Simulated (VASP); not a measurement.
A convergence study with VASP on Zr (hcp): a few settings are varied, all else stays as given below, so the limit is that of these other settings. The cell's lengths are 1 % over those of the tabulated start and one atom is moved, so it is off equilibrium.

```xyz
2
Lattice="1.6312 -2.8252 0.0000 1.6312 2.8252 0.0000 0.0000 0.0000 5.2015" Properties=species:S:1:pos:R:3 pbc="T T T"
Zr     1.6311     0.9417     1.3004
Zr     1.6918    -0.9417     3.9011
```

Level of theory: PBEsol GGA, VASP's PBE PAW potentials (set 64) (plane waves; VASP). The last row used: ADDGRID = .TRUE., 500 eV cut-off, 14×14×8 Γ-centred mesh, first-order Methfessel-Paxton smearing of 0.10 eV, potentials Zr_sv.

```json
[
 {"setting": "ADDGRID = unset, ENCUT = 200, PREC = Low", "E (eV/atom)": "-8.9869", "pressure (GPa)": "-20.79", "largest force (eV/Å)": "0.057", "plane waves": "318"},
 {"setting": "ADDGRID = unset, ENCUT = 200, PREC = Normal", "E (eV/atom)": "-8.9870", "pressure (GPa)": "-20.79", "largest force (eV/Å)": "0.057", "plane waves": "318"},
 {"setting": "ADDGRID = .TRUE., ENCUT = 200, PREC = Normal", "E (eV/atom)": "-8.9870", "pressure (GPa)": "-20.79", "largest force (eV/Å)": "0.057", "plane waves": "318"},
 {"setting": "ADDGRID = .TRUE., ENCUT = 200, PREC = Accurate", "E (eV/atom)": "-8.9905", "pressure (GPa)": "-20.76", "largest force (eV/Å)": "0.057", "plane waves": "318"},
 {"setting": "ADDGRID = unset, ENCUT = 300, PREC = Low", "E (eV/atom)": "-9.0450", "pressure (GPa)": "-6.27", "largest force (eV/Å)": "0.053", "plane waves": "580"},
 {"setting": "ADDGRID = unset, ENCUT = 300, PREC = Normal", "E (eV/atom)": "-9.0452", "pressure (GPa)": "-6.27", "largest force (eV/Å)": "0.054", "plane waves": "580"},
 {"setting": "ADDGRID = .TRUE., ENCUT = 300, PREC = Normal", "E (eV/atom)": "-9.0452", "pressure (GPa)": "-6.27", "largest force (eV/Å)": "0.054", "plane waves": "580"},
 {"setting": "ADDGRID = .TRUE., ENCUT = 300, PREC = Accurate", "E (eV/atom)": "-9.0451", "pressure (GPa)": "-6.28", "largest force (eV/Å)": "0.054", "plane waves": "580"},
 {"setting": "ADDGRID = unset, ENCUT = 400, PREC = Low", "E (eV/atom)": "-9.0516", "pressure (GPa)": "-5.85", "largest force (eV/Å)": "0.053", "plane waves": "892"},
 {"setting": "ADDGRID = unset, ENCUT = 400, PREC = Normal", "E (eV/atom)": "-9.0518", "pressure (GPa)": "-5.86", "largest force (eV/Å)": "0.053", "plane waves": "892"},
 {"setting": "ADDGRID = .TRUE., ENCUT = 400, PREC = Normal", "E (eV/atom)": "-9.0518", "pressure (GPa)": "-5.86", "largest force (eV/Å)": "0.053", "plane waves": "892"},
 {"setting": "ADDGRID = .TRUE., ENCUT = 400, PREC = Accurate", "E (eV/atom)": "-9.0518", "pressure (GPa)": "-5.86", "largest force (eV/Å)": "0.053", "plane waves": "892"},
 {"setting": "ADDGRID = unset, ENCUT = 500, PREC = Low", "E (eV/atom)": "-9.0524", "pressure (GPa)": "-5.66", "largest force (eV/Å)": "0.053", "plane waves": "1236"},
 {"setting": "ADDGRID = unset, ENCUT = 500, PREC = Normal", "E (eV/atom)": "-9.0525", "pressure (GPa)": "-5.67", "largest force (eV/Å)": "0.053", "plane waves": "1236"},
 {"setting": "ADDGRID = .TRUE., ENCUT = 500, PREC = Normal", "E (eV/atom)": "-9.0525", "pressure (GPa)": "-5.67", "largest force (eV/Å)": "0.053", "plane waves": "1236"},
 {"setting": "ADDGRID = .TRUE., ENCUT = 500, PREC = Accurate", "E (eV/atom)": "-9.0525", "pressure (GPa)": "-5.67", "largest force (eV/Å)": "0.053", "plane waves": "1236"}
]
```

Left out are rungs that failed or repeat a setting and relaxations that didn't move; long series are thinned to 24 rows.

The compound is Zr in the hcp structure. The cell was not relaxed at this level, it is distorted from the ideal structure.
